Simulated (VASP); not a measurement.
Consider the following.

```xyz
2
Lattice="0.0000 2.1966 2.1966 2.1966 0.0000 2.1966 2.1966 2.1966 0.0000" Properties=species:S:1:pos:R:3 pbc="T T T"
Al     0.0000     0.0000     0.0000
N      1.0983     1.0983     1.0983
```

All values below come from optB88-vdW, VASP's PBE PAW potentials (set 64) (plane waves; VASP 6.6.1). Run with 520 eV cut-off, 10×10×10 Γ-centred mesh, Gaussian smearing of 0.050 eV, potentials Al N.

Task: Estimate the energy per atom (σ→0), band gap (on the k-mesh) with the smallest direct gap where there is one.

Result: 
```yaml
band gap (on the k-mesh): 3.48 eV
smallest direct gap (on the k-mesh): 4.20 eV
energy per atom (σ→0): -6.190 eV/atom
```

Total energies compare only between runs with the same potentials, cut-off and functional.

The compound is AlN in the zinc blende structure, a metastable form; wurtzite is the usual one. It was relaxed first.
